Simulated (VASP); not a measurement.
VASP input:

POSCAR:
```
GaAs
1
    0.0000000000     2.9248599471     2.9248599471
    2.9248599471     0.0000000000     2.9248599471
    2.9248599471     2.9248599471     0.0000000000
Ga As
1 1
Direct
  0.0000000000   0.0000000000   0.0000000000
  0.2500000000   0.2500000000   0.2500000000
```

INCAR:
```
! general
SYSTEM  = GaAs
PREC    = Accurate
ENCUT   = 520
LREAL   = .FALSE.
LASPH   = .TRUE.   ! aspherical one-centre terms

! electronic loop
EDIFF   = 1E-7   ! SCF stop (eV)
NELM    = 100
ALGO    = Normal   ! blocked Davidson
LMAXMIX = 4

! smearing
ISMEAR  = 0   ! Gaussian
SIGMA   = 0.05   ! width (eV)

! functional
GGA     = RE

! ions
ISIF    = 2

! output
LWAVE   = .FALSE.
LCHARG  = .FALSE.
```

KPOINTS:
```
Automatic mesh
0
Gamma
8 8 8
0 0 0
```

POTCAR, in this order: Ga_d As (PBE.64 set). Program: vasp_std.

Task: Translate this revPBE calculation to Ansatz.

Result: One equivalent input (not run):
Ansatz 0.2 input:
```yaml
crystal:
  lattice:
    - [0.0000000, 2.9248599, 2.9248599]
    - [2.9248599, 0.0000000, 2.9248599]
    - [2.9248599, 2.9248599, 0.0000000]
  atoms:
    - { symbol: Ga, position: [0.0000000, 0.0000000, 0.0000000] }
    - { symbol: As, position: [0.2500000, 0.2500000, 0.2500000] }
kpoints:
  mp_grid: { grid: [8, 8, 8] }
hamiltonian:
  xc: revpbe
  pseudopotentials: { kind: paw }
scf:
  occupations: { method: gaussian, width: 0.05 }
  max_iter: 100
output: { forces: true, stress: true, eigenvalues: true }
```
Limits of the translation: each code has its own PAW files, so the cut-off isn't converted (ENCUT is set for VASP's; basis.ecutwfc is left out, and Ansatz then takes the one that its files recommend); Ansatz stops its SCF on the density residual and VASP on the energy change (EDIFF).

The compound is GaAs in the zinc blende structure. This cell is one point of a volume scan, at 1.03 of the reference volume.
